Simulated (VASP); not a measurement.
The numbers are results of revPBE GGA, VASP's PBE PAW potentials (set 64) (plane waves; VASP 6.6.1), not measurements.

Input for VASP

INCAR:
```
ALGO  =  Normal
EDIFF  =  1E-7
ENCUT  =  520
GGA  =  RE
ISIF  =  2
ISMEAR  =  -5
LASPH  =  T
LCHARG  =  T
LEFG  =  T
LMAXMIX  =  4
LORBIT  =  11
LREAL  =  F
LWAVE  =  F
NEDOS  =  601
NELM  =  100
PREC  =  Accurate
SYSTEM  =  NiSi2
```

POSCAR:
```
NiSi2
1.0
  0.0000000000   2.7374143464   2.7374143464
  2.7374143464   0.0000000000   2.7374143464
  2.7374143464   2.7374143464   0.0000000000
Si Ni
2 1
Cart
  1.3687071732   1.3687071732   1.3687071732
  4.1061215196   4.1061215196   4.1061215196
  0.0000000000   0.0000000000   0.0000000000
```

File KPOINTS:
```
Automatic mesh
0
Gamma
11 11 11
0 0 0
```

POTCAR, in this order: Si Ni (PBE.64 set). Program: vasp_std.

Output of the run:

**OSZICAR**
```
       N       E                     dE             d eps       ncg     rms          rms(c)
DAV:   1     0.733297788108E+02    0.73330E+02   -0.79506E+03  1456   0.141E+03
DAV:   2    -0.140832955542E+02   -0.87413E+02   -0.82398E+02  1521   0.251E+02
DAV:   3    -0.182937755492E+02   -0.42105E+01   -0.41244E+01  1880   0.618E+01
DAV:   4    -0.183741791632E+02   -0.80404E-01   -0.80237E-01  1747   0.824E+00
DAV:   5    -0.183764543632E+02   -0.22752E-02   -0.22698E-02  1906   0.145E+00    0.162E+01
DAV:   6    -0.233565901935E+02   -0.49801E+01   -0.53639E+01  1577   0.182E+02    0.257E+01
DAV:   7    -0.165908640078E+02    0.67657E+01   -0.15739E+01  1741   0.113E+02    0.435E+00
DAV:   8    -0.165012307772E+02    0.89633E-01   -0.23261E+00  2142   0.264E+01    0.269E+00
DAV:   9    -0.164654753359E+02    0.35755E-01   -0.28848E-01  1827   0.108E+01    0.642E-01
DAV:  10    -0.164635665196E+02    0.19088E-02   -0.11178E-02  1978   0.227E+00    0.279E-01
DAV:  11    -0.164639595737E+02   -0.39305E-03   -0.14627E-03  1687   0.309E-01    0.323E-02
DAV:  12    -0.164640319741E+02   -0.72400E-04   -0.68879E-05  1974   0.149E-01    0.218E-02
DAV:  13    -0.164640264212E+02    0.55530E-05   -0.49814E-05  1586   0.102E-01    0.105E-02
DAV:  14    -0.164640244517E+02    0.19695E-05   -0.27214E-06  2106   0.182E-02    0.556E-03
DAV:  15    -0.164640278981E+02   -0.34464E-05   -0.88944E-07  1998   0.230E-02    0.686E-04
DAV:  16    -0.164640283389E+02   -0.44082E-06   -0.72367E-08  1023   0.255E-03    0.265E-04
DAV:  17    -0.164640282708E+02    0.68104E-07   -0.12071E-08   938   0.194E-03
   1 F= -.16464028E+02 E0= -.16464028E+02  d E =0.000000E+00
```

**OUTCAR**
```
------------------------ aborting loop because EDIFF is reached ----------------------------------------
  FORCE on cell =-STRESS in cart. coord.  units (eV):
  Direction    XX          YY          ZZ          XY          YZ          ZX
  --------------------------------------------------------------------------------------
  Total       -0.2235011     -0.2235011     -0.2235011      0.0000000      0.0000000      0.0000000
  in kB       -8.7284789     -8.7284789     -8.7284789      0.0000000      0.0000000      0.0000000
  external PRESSURE =      -8.7284789 kB  Pullay stress =       0.0000000 kB
  volume of cell :       41.03
      direct lattice vectors                 reciprocal lattice vectors
     0.000000000  2.737414346  2.737414346    -0.182654117  0.182654117  0.182654117
     2.737414346  0.000000000  2.737414346     0.182654117 -0.182654117  0.182654117
     2.737414346  2.737414346  0.000000000     0.182654117  0.182654117 -0.182654117
 POSITION                                       TOTAL-FORCE (eV/Angst)
 -----------------------------------------------------------------------------------
      1.36871      1.36871      1.36871         0.000000      0.000000     -0.000000
      4.10612      4.10612      4.10612        -0.000000     -0.000000      0.000000
      0.00000      0.00000      0.00000        -0.000000     -0.000000     -0.000000
 -----------------------------------------------------------------------------------
    total drift:                                0.000000     -0.000000     -0.000000
  FREE ENERGIE OF THE ION-ELECTRON SYSTEM (eV)
  ---------------------------------------------------
  free  energy   TOTEN  =       -16.4640282708 eV

  energy  without entropy=      -16.4640282708  energy(sigma->0) =      -16.46402827

 total charge

# of ion       s       p       d       tot
------------------------------------------
    1        0.743   0.822   0.000   1.565
    2        0.743   0.822   0.000   1.565
    3        0.538   0.750   8.419   9.707
--------------------------------------------------
tot          2.025   2.394   8.419  12.837

 Electric field gradients after diagonalization (V/A^2)
 (convention: |V_zz| > |V_xx| > |V_yy|)
----------------------------------------------------------------------
 ion       V_xx      V_yy      V_zz     asymmetry (V_yy - V_xx)/ V_zz
----------------------------------------------------------------------
   1      -0.000    -0.000     0.000       0.000
   2      -0.000    -0.000     0.000       0.000
   3       0.000     0.000    -0.000       0.000
```
(Selected blocks of OUTCAR.)

**OUTCAR**
```
 val. band max:       10.0708382449   @ k =  -0.1818   0.1818   0.0000

 cond. band min:       9.7259957761   @ k =   0.1818   0.1818   0.0000


 Fermi energy:         9.9573833795

 k-point     1 :       0.0000    0.0000    0.0000
  band No.  band energies     occupation
      1      -3.5228      2.00000
      2       5.0098      2.00000
      3       5.0098      2.00000
      4       5.0098      2.00000
      5       6.6569      2.00000
      6       6.6569      2.00000
      7       9.4445      2.00000
      8      11.6137      0.00000
      9      11.6137      0.00000
     10      11.6137      0.00000
     11      12.3005      0.00000
     12      12.3005      0.00000
     13      12.3005      0.00000

 k-point     2 :       0.0909    0.0000    0.0000
  band No.  band energies     occupation
      1      -3.4037      2.00000
      2       4.7479      2.00000
      3       5.0476      2.00000
      4       5.0476      2.00000
      5       6.6353      2.00000
      6       6.6353      2.00000
      7       9.3347      2.00000
      8      10.6219     -0.23244
      9      11.1056      0.00000
     10      11.1056      0.00000
     11      12.7836      0.00000
     12      12.7836      0.00000
     13      13.5157      0.00000

 k-point     3 :       0.1818    0.0000    0.0000
  band No.  band energies     occupation
      1      -3.0488      2.00000
      2       4.0335      2.00000
      3       5.1496      2.00000
      4       5.1496      2.00000
      5       6.5922      2.00000
      6       6.5922      2.00000
      7       8.4061      2.00000
      8      10.4085      0.88939
      9      10.4085     -0.05374
     10      10.5947      0.00000
     11      12.7623      0.00000
     12      12.7623      0.00000
     13      13.7585      0.00000

 k-point     4 :       0.2727    0.0000    0.0000
  band No.  band energies     occupation
      1      -2.4658      2.00000
      2       2.9940      2.00000
      3       5.2785      2.00000
...
```

For a metal the tetrahedron method with Blöchl corrections gives inexact stress and forces.

The compound is NiSi2 in the fluorite structure. It was relaxed first. The run is not spin-polarised, so no magnetic state was tried.
